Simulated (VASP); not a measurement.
Output of a VASP run:

### OSZICAR
```
...
DAV:   3    -0.143251539568E+02    0.42633E-02   -0.10312E-02  1037   0.835E-01    0.347E-01
DAV:   4    -0.143245212315E+02    0.63273E-03   -0.41401E-03   980   0.435E-01    0.994E-02
DAV:   5    -0.143245212309E+02    0.65529E-09   -0.45882E-04   924   0.190E-01    0.565E-02
DAV:   6    -0.143245223438E+02   -0.11129E-05   -0.55501E-05  1092   0.566E-02    0.133E-02
DAV:   7    -0.143245237965E+02   -0.14527E-05   -0.33530E-06  1001   0.134E-02    0.436E-03
DAV:   8    -0.143245244019E+02   -0.60540E-06   -0.76639E-07  1050   0.621E-03    0.146E-03
DAV:   9    -0.143245245030E+02   -0.10109E-06   -0.52593E-08   791   0.199E-03    0.659E-04
DAV:  10    -0.143245245626E+02   -0.59575E-07   -0.41470E-08   792   0.138E-03
   3 F= -.14324525E+02 E0= -.14324525E+02  d E =-.801807E-01
       N       E                     dE             d eps       ncg     rms          rms(c)
DAV:   1    -0.143248933350E+02   -0.36883E-03   -0.93040E-02   840   0.188E+00    0.157E-01
DAV:   2    -0.143249718747E+02   -0.78540E-04   -0.33840E-03   987   0.398E-01    0.721E-02
DAV:   3    -0.143249174842E+02    0.54390E-04   -0.12467E-04  1051   0.908E-02    0.360E-02
DAV:   4    -0.143249111549E+02    0.63293E-05   -0.52959E-05   987   0.488E-02    0.102E-02
DAV:   5    -0.143249116074E+02   -0.45249E-06   -0.53545E-06   903   0.201E-02    0.574E-03
DAV:   6    -0.143249120881E+02   -0.48074E-06   -0.76880E-07  1085   0.656E-03    0.141E-03
DAV:   7    -0.143249121085E+02   -0.20392E-07   -0.58299E-08   623   0.192E-03
   4 F= -.14324912E+02 E0= -.14324912E+02  d E =-.805682E-01
       N       E                     dE             d eps       ncg     rms          rms(c)
DAV:   1    -0.143451516853E+02   -0.20240E-01   -0.79837E-01   840   0.634E+00    0.600E-01
DAV:   2    -0.143333303672E+02    0.11821E-01   -0.34900E-02   917   0.160E+00    0.315E-01
DAV:   3    -0.143308824826E+02    0.24479E-02   -0.63892E-03   980   0.725E-01    0.153E-01
DAV:   4    -0.143302756597E+02    0.60682E-03   -0.21303E-03   973   0.332E-01    0.690E-02
DAV:   5    -0.143302769526E+02   -0.12929E-05   -0.19404E-04   987   0.952E-02    0.232E-02
DAV:   6    -0.143302812467E+02   -0.42941E-05   -0.16128E-05  1057   0.308E-02    0.991E-03
DAV:   7    -0.143302826084E+02   -0.13617E-05   -0.26424E-06   987   0.153E-02    0.292E-03
DAV:   8    -0.143302831132E+02   -0.50474E-06   -0.55396E-07  1057   0.550E-03    0.101E-03
DAV:   9    -0.143302831886E+02   -0.75461E-07   -0.75710E-08   855   0.188E-03
   5 F= -.14330283E+02 E0= -.14330283E+02  d E =-.537108E-02
       N       E                     dE             d eps       ncg     rms          rms(c)
DAV:   1    -0.143448607093E+02   -0.14578E-01   -0.69311E-01   840   0.591E+00    0.561E-01
DAV:   2    -0.143345670064E+02    0.10294E-01   -0.30349E-02   924   0.149E+00    0.294E-01
DAV:   3    -0.143324325965E+02    0.21344E-02   -0.56133E-03   987   0.678E-01    0.142E-01
DAV:   4    -0.143319031819E+02    0.52941E-03   -0.18796E-03   959   0.312E-01    0.641E-02
DAV:   5    -0.143319046506E+02   -0.14688E-05   -0.16787E-04   973   0.885E-02    0.219E-02
DAV:   6    -0.143319083672E+02   -0.37166E-05   -0.14312E-05  1057   0.292E-02    0.929E-03
DAV:   7    -0.143319095088E+02   -0.11416E-05   -0.23337E-06   980   0.144E-02    0.275E-03
DAV:   8    -0.143319099417E+02   -0.43284E-06   -0.47678E-07  1057   0.510E-03    0.939E-04
DAV:   9    -0.143319100057E+02   -0.64067E-07   -0.64243E-08   834   0.173E-03
   6 F= -.14331910E+02 E0= -.14331910E+02  d E =-.699790E-02
```

File OUTCAR:
```
------------------------ aborting loop because EDIFF is reached ----------------------------------------
  FORCE on cell =-STRESS in cart. coord.  units (eV):
  Direction    XX          YY          ZZ          XY          YZ          ZX
  --------------------------------------------------------------------------------------
  Total        0.1408179      0.1408180      0.1353349      0.0000000      0.0000000      0.0000000
  in kB        3.1754813      3.1754819      3.0518368      0.0000000      0.0000000      0.0000000
  external PRESSURE =       3.1342666 kB  Pullay stress =       0.0000000 kB
  volume of cell :       71.05
      direct lattice vectors                 reciprocal lattice vectors
     1.881299405 -3.258506475 -0.000000000     0.265773751 -0.153444532  0.000000000
     1.881299405  3.258506475  0.000000000     0.265773751  0.153444532  0.000000000
    -0.000000000  0.000000000  5.794986938    -0.000000000 -0.000000000  0.172562943
 POSITION                                       TOTAL-FORCE (eV/Angst)
 -----------------------------------------------------------------------------------
      0.00000     -0.00000     -0.00000        -0.000000     -0.000000      0.000000
      1.88130      1.08617      1.30747         0.000000     -0.000000      0.009024
      1.88130     -1.08617      4.48752         0.000000      0.000000     -0.009024
 -----------------------------------------------------------------------------------
    total drift:                               -0.000000      0.000000      0.000000
  FREE ENERGIE OF THE ION-ELECTRON SYSTEM (eV)
  ---------------------------------------------------
  free  energy   TOTEN  =       -14.3319100057 eV

  energy  without entropy=      -14.3319100057  energy(sigma->0) =      -14.33191001

 reached required accuracy - stopping structural energy minimisation
```
(Selected blocks of OUTCAR.)

**POSCAR**
```
PtSe2
1
    1.8421057093    -3.1906209254     0.0000000000
    1.8421057093     3.1906209254     0.0000000000
    0.0000000000     0.0000000000     6.0442053368
Pt Se
1 2
Direct
  0.0000000000   0.0000000000   0.0000000000
  0.3333330000   0.6666670000   0.2119922123
  0.6666670000   0.3333330000   0.7880077877
```

Reconstruct the remaining input files.

One answer among several that fit: the input of the run itself, PW91 GGA, plane waves, VASP's PBE PAW potentials (set 64).

INCAR:
```
LREAL=.FALSE.   ! projection in real space or not
PREC=Accurate
ALGO=Normal   ! blocked Davidson
EDIFFG=-0.01
LWAVE=.FALSE.
NSW=30
LCHARG=.FALSE.
GGA=91   ! PW91
EDIFF=1E-7   ! SCF stop (eV)
ISMEAR=0
ENCUT=520   ! plane-wave cut-off (eV)
SYSTEM=PtSe2
SIGMA=0.05   ! width (eV)
LASPH=.TRUE.   ! aspherical one-centre terms
IBRION=2   ! conjugate gradients
ISIF=4   ! ions and shape, fixed volume
NELM=100
LMAXMIX=6
```

**KPOINTS**
```
Automatic mesh
0
Gamma
7 7 4
0 0 0
```

POTCAR, in this order: Pt Se (PBE.64 set). Program: vasp_std.

Without a dispersion term in the relaxation, distances and binding between the weakly bound layers, chains or molecules are unreliable, and so is what depends on them.

The compound is PtSe2 in the 1T layered structure. This cell is one point of a volume scan, at 0.94 of the reference volume. Symmetry was kept, so distortions that lower it aren't found.
